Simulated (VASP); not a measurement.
Consider the following.

```
Ir
1.0
    0.00000     1.94404     1.94404
    1.94404     0.00000     1.94404
    1.94404     1.94404     0.00000
Ir
1
Direct
  0.00000   0.00000   0.00000
```

Calculation: RPBE GGA, VASP's PBE PAW potentials (set 64) (plane waves; VASP). Settings: 520 eV cut-off, Gaussian smearing of 0.050 eV, potentials Ir.

Q: Give the energies of bands 1 to 6 at the high-symmetry points, in eV from the Fermi level.

A: 
| band | Γ | X | U | L | W |
|---|---|---|---|---|---|
| 1 | -10.68 | -7.46 | -6.54 | -7.68 | -5.89 |
| 2 | -3.65 | -6.92 | -5.65 | -3.75 | -4.59 |
| 3 | -3.65 | 0.80 | -2.72 | -3.75 | -4.59 |
| 4 | -3.65 | 1.38 | -0.82 | -0.64 | -1.67 |
| 5 | -1.13 | 1.38 | 0.58 | 0.84 | 1.39 |
| 6 | -1.13 | 1.73 | 6.21 | 0.84 | 7.92 |

It has no gap at this level: it comes out as a metal or semimetal.

The compound is Ir in the fcc structure. It was relaxed first.
